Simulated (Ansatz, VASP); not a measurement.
## HPbNO4: VASP beside Ansatz

```
H Pb N O
1.0
     4.17462   -0.00082   -0.01135
     0.00409    6.51180    0.05431
     0.02828    3.24927    7.85192
H Pb N O
2 2 2 8
Direct
  0.90366 0.21821 0.48851
  0.40337 0.78177 0.51142
  0.39455 0.30863 0.70725
  0.89489 0.69135 0.29266
  0.63409 0.19990 0.20730
  0.13386 0.80012 0.79275
  0.90829 0.32866 0.54369
  0.53792 0.39076 0.19497
  0.53483 0.11279 0.10602
  0.83718 0.08887 0.32672
  0.40817 0.67132 0.45624
  0.03774 0.60924 0.80520
  0.03429 0.88737 0.89397
  0.33716 0.91101 0.67330
```

Change from the starting cell: volume scaled by 1.04.

Alike in both runs: task single point; functional PBE; k mesh 7 × 5 × 4; occupations fermi-dirac, width 0.05 eV; no spin polarisation.

|  | VASP | Ansatz |
| --- | --- | --- |
| version | VASP 6.6.1 | Ansatz 0.2.0 |
| potentials or method | VASP PAW PBE potentials, release 64 (H, Pb_d, N, O) | Ansatz PAW |
| plane-wave cutoff (eV) | 520 | 420 |
| valence electrons in the cell | 88 | 88 |

Ansatz gave:

```
gap on the k mesh at the Fermi level (eV)       : 3.24
least direct gap on the mesh (eV)               : 3.31
pressure (GPa)                                  : -3.3
largest component of the traceless stress (GPa) : 1.34
rms of the force components (eV/Å)              : 0.389
```

Which values does VASP return?

gap on the k mesh at the Fermi level (eV): 3.21; least direct gap on the mesh (eV): 3.28; pressure (GPa): -2.9; largest component of the traceless stress (GPa): 0.91; rms of the force components (eV/Å): 0.266.

Atom by atom the forces differ by 0.128 eV/Å (rms over components). With one functional, cell and mesh, what is left measures potentials, basis and numerics.

Caveats: spin-orbit coupling is left out, which as a rule narrows the gap of such compounds by several tenths of an eV; an odd mesh through Γ misses points on the zone boundary, where band edges often lie (VASP); odd divisions of the mesh miss points on the zone boundary, where band edges often lie, so the gap on the mesh can be too wide (Ansatz); the pressure holds a Pulay correction of +0.6 GPa for the finite cutoff (Ansatz).
